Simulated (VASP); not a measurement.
Given:

```
CELL_PARAMETERS angstrom
     -1.59642     1.59642     3.90341
      1.59642    -1.59642     3.90341
      1.59642     1.59642    -3.90341
ATOMIC_POSITIONS crystal
  Si 0.66586 0.66586 0.00000
  Si 0.33414 0.33414 0.00000
  W  0.00000 0.00000 0.00000
```

These are AM05 GGA, VASP's PBE PAW potentials (set 64) (plane waves; VASP 6.6.1) values and carry that method's errors. Numerical set-up: 520 eV cut-off, Gaussian smearing of 0.050 eV, potentials Si W_sv.

Unless said otherwise, spin-orbit coupling is left out, though it shifts the bands of the heavy elements here.

Q: Predict the band gap (along the path) with the smallest direct gap where there is one.

A: 
The band gap (along the path) comes out as none (metal, semimetal or under 0.01 eV).

The absolute energy has meaning only against runs of the same code, potentials and settings.

The compound is WSi2 in the MoSi2 type structure. It was relaxed first.
